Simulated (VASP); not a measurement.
OSZICAR of a VASP run on MnO2 (rutile):

**OSZICAR**
```
       N       E                     dE             d eps       ncg     rms          rms(c)
DAV:   1     0.663988104417E+03    0.66399E+03   -0.28784E+04 12928   0.202E+03
DAV:   2     0.316916262378E+02   -0.63230E+03   -0.59626E+03 13580   0.572E+02
DAV:   3    -0.486890226081E+02   -0.80381E+02   -0.78528E+02 15592   0.193E+02
DAV:   4    -0.516742452545E+02   -0.29852E+01   -0.28996E+01 14822   0.333E+01
DAV:   5    -0.517308805674E+02   -0.56635E-01   -0.56738E-01 13010   0.513E+00    0.446E+01
DAV:   6    -0.478297694440E+02    0.39011E+01   -0.17193E+02 15748   0.121E+02    0.559E+01
DAV:   7    -0.382275083633E+02    0.96023E+01   -0.13286E+02 16340   0.125E+02    0.203E+01
DAV:   8    -0.361299027818E+02    0.20976E+01   -0.91249E+00 13486   0.296E+01    0.797E+00
DAV:   9    -0.357606089561E+02    0.36929E+00   -0.19174E+00 16946   0.140E+01    0.291E+00
DAV:  10    -0.357749913648E+02   -0.14382E-01   -0.18696E-01 13326   0.360E+00    0.160E+00
DAV:  11    -0.357707385027E+02    0.42529E-02   -0.25907E-02 13550   0.198E+00    0.427E-01
DAV:  12    -0.357706190319E+02    0.11947E-03   -0.36941E-03 14586   0.771E-01    0.204E-01
DAV:  13    -0.357705251220E+02    0.93910E-04   -0.32039E-04 15540   0.173E-01    0.834E-02
DAV:  14    -0.357704633629E+02    0.61759E-04   -0.92089E-05 14224   0.125E-01    0.265E-02
DAV:  15    -0.357704224097E+02    0.40953E-04   -0.60357E-05 14738   0.943E-02    0.211E-02
DAV:  16    -0.357704324719E+02   -0.10062E-04   -0.13684E-05 13348   0.516E-02    0.696E-03
DAV:  17    -0.357704355932E+02   -0.31213E-05   -0.12064E-06 16534   0.126E-02    0.171E-03
DAV:  18    -0.357704350768E+02    0.51647E-06   -0.18189E-07  7624   0.324E-03    0.107E-03
DAV:  19    -0.357704350210E+02    0.55743E-07   -0.13909E-08  6378   0.117E-03
   1 F= -.35770435E+02 E0= -.35770435E+02  d E =0.000000E+00  mag=    -0.0000
```

Question: Which electronic solver shows in the log?

Answer: It is blocked Davidson (ALGO = Normal, or the opening steps of other solvers). The INCAR had ALGO = Normal.

Question: How was spin treated?

Answer: Collinear spin (ISPIN = 2): the summary line carries one mag value, 0.00 μB in the cell.

Question: Can the final energy be trusted as converged?

Answer: The calculation finished and met its thresholds. It stopped with EDIFF = 1E-7, NELM = 100 (optB86b-vdW, plane waves, VASP's PBE PAW potentials (set 64)).

The compound is MnO2 in the rutile structure. It was relaxed first.
